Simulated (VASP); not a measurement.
Runs of VASP 6.6.1 on SiNi. The structure is orthorhombic, space group Pnma (No. 62). The conventional cell has a = 5.173 Å, b = 3.338 Å, c = 5.605 Å, α = 90.00°, β = 90.00°, γ = 90.00°. Si (site symmetry m) has 6 Ni at 2.28 to 2.40 Å as nearest neighbours. Ni (site symmetry m) is surrounded by 6 Si at 2.28 to 2.40 Å. 

| level | potentials or basis | gap on the mesh (eV) | pressure (GPa) | relaxed volume (Å³/atom) | largest force (eV/Å) |
| --- | --- | --- | --- | --- | --- |
| LDA | VASP PAW LDA potentials, release 64 (Si, Ni) | none | 0.1 | 11.53 | 0.01 |
| PBE | VASP PAW PBE potentials, release 64 (Si, Ni) | none | 0.0 | 12.21 | 0.01 |
| r2SCAN | VASP PAW PBE potentials, release 64 (Si, Ni) | none | 0.0 | (a) | 0.01 |
| PBEsol | VASP PAW PBE potentials, release 64 (Si, Ni) | none | -0.1 | 11.81 | 0.01 |

Alike in all rows: task relaxation of cell and atoms; no spin polarisation; cell relaxed; k mesh 8 × 12 × 8; cutoff (eV) 600; smearing methfessel-paxton 0.1 eV.

Problem. Estimate the missing entries.

Solution. (a) 11.89.

Caveats: the PAW data sets were made with another functional, which shifts forces and pressure a little (some runs).

A k mesh can miss the band edges.

A gap of «none» marks a metal or a gap under the smearing width.

Not every run made on this cell is shown here.
